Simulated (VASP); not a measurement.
These are PBEsol GGA, VASP's PBE PAW potentials (set 64) (plane waves; VASP 6.6.1) values and carry that method's errors.

VASP ran on this input.

### INCAR
```
SYSTEM  =  AgCl
PREC  =  Accurate; ENCUT  =  500; LREAL  =  .FALSE.
LASPH  =  .TRUE.
EDIFF  =  1E-6; NELM  =  100; ALGO  =  Normal
LMAXMIX  =  4
ISMEAR  =  0; SIGMA  =  0.05
GGA  =  PS
IBRION  =  2; NSW  =  40; ISIF  =  3
EDIFFG  =  -0.02
LWAVE  =  .FALSE.; LCHARG  =  .FALSE.
```

### KPOINTS
```
Automatic mesh
0
Gamma
8 8 8
0 0 0
```

POSCAR:
```
AgCl
1
    0.0000000000     2.7196285811     2.7196285811
    2.7196285811     0.0000000000     2.7196285811
    2.7196285811     2.7196285811     0.0000000000
Ag Cl
1 1
Direct
  1.0000000000   1.0000000000   0.0000000000
  0.5000000000   0.5000000000   0.5000000000
```

POTCAR, in this order: Ag Cl (PBE.64 set). Program: vasp_std.

Task: What will the output report for the number of irreducible k-points (NKPTS), largest plane-wave count, number of space-group operations, FFT grid (NGX, NGY, NGZ)?

Result: 
```yaml
number of irreducible k-points (NKPTS): 29
largest_plane_wave_count: 1036
number_of_space_group_operations: 48
FFT grid (NGX, NGY, NGZ): 28 × 28 × 28
```

The compound is AgCl in the rock salt structure. This run relaxes it. Symmetry was kept, so distortions that lower it aren't found.
